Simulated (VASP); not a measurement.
Data:

```
CELL_PARAMETERS angstrom
      0.00000     2.83084     2.83084
      2.83084     0.00000     2.83084
      2.83084     2.83084     0.00000
ATOMIC_POSITIONS crystal
  Ga 0.00000 0.00000 0.00000
  As 0.75000 0.75000 0.75000
```

Calculation: PBEsol GGA, VASP's PBE PAW potentials (set 64) (plane waves; VASP). Run with PREC = Normal, EDIFF = 1E-5, 400 eV cut-off, 9×9×9 Γ-centred mesh, Gaussian smearing of 0.050 eV, potentials Ga_d As.

What does the run give for the energy per atom (σ→0), band gap (on the k-mesh) with the smallest direct gap where there is one?

* **band gap (on the k-mesh)**: 0.42 eV
* **smallest direct gap (on the k-mesh)**: 0.42 eV
* **energy per atom (σ→0)**: -4.544 eV/atom

Only differences to runs with the same potentials and settings are physical.

The compound is GaAs in the zinc blende structure. It was relaxed first.
